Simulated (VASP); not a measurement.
Input:

```yaml
crystal:
  lattice:
    - [0.00000, 2.72430, 2.72430]
    - [2.72430, 0.00000, 2.72430]
    - [2.72430, 2.72430, 0.00000]
  atoms:
    - { symbol: Mg, position: [0.00000, 0.00000, 0.00000] }
    - { symbol: Se, position: [0.50000, 0.50000, 0.50000] }
```

Calculation: PBE GGA, VASP's PBE PAW potentials (set 64) (plane waves; VASP). Numerical set-up: 520 eV cut-off, 8×8×8 Γ-centred mesh, Gaussian smearing of 0.050 eV, potentials Mg Se.

Q: Estimate the energy per atom (σ→0), pressure, band gap (on the k-mesh) with the smallest direct gap where there is one.

A: 
band gap (on the k-mesh): 1.80 eV
smallest direct gap (on the k-mesh): 2.61 eV
energy per atom (σ→0): -3.741 eV/atom
pressure: 2.00 GPa

Total energies compare only between runs with the same potentials, cut-off and functional.

The compound is MgSe in the rock salt structure. This cell is one point of a volume scan, at 0.97 of the reference volume.
